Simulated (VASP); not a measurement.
Data:

```xyz
6
Lattice="1.6408 -2.8419 0.0000 1.6408 2.8419 0.0000 0.0000 0.0000 12.9793" Properties=species:S:1:pos:R:3 pbc="T T T"
Mo     1.6408     0.9473     3.2448
Mo     1.6408    -0.9473     9.7345
Se     1.6408     0.9473    11.4104
Se     1.6408    -0.9473     4.9208
Se     1.6408    -0.9473     1.5689
Se     1.6408     0.9473     8.0585
```

The numbers are results of vdW-DF-cx, VASP's PBE PAW potentials (set 64) (plane waves; VASP 6.6.1), not measurements. Numerical set-up: 520 eV cut-off, 9×9×2 Γ-centred mesh, tetrahedra with Blöchl corrections, potentials Mo_sv Se.

The cores are frozen, which limits the accuracy of field gradients.

### Question
Give the principal components of the electric field gradient (V/Å²) and the asymmetry η at each nucleus.

### Answer

| atom | Vxx | Vyy | Vzz | η |
|---|---|---|---|---|
| Mo1 | 35.3 | 35.3 | -70.5 | 0.00 |
| Mo2 | 35.3 | 35.3 | -70.5 | 0.00 |
| Se3 | 45.5 | 45.5 | -91.0 | 0.00 |
| Se4 | 45.5 | 45.5 | -91.0 | 0.00 |
| Se5 | 45.5 | 45.5 | -91.0 | 0.00 |
| Se6 | 45.5 | 45.5 | -91.0 | 0.00 |

The compound is MoSe2 in the 2H layered structure. It was relaxed first.
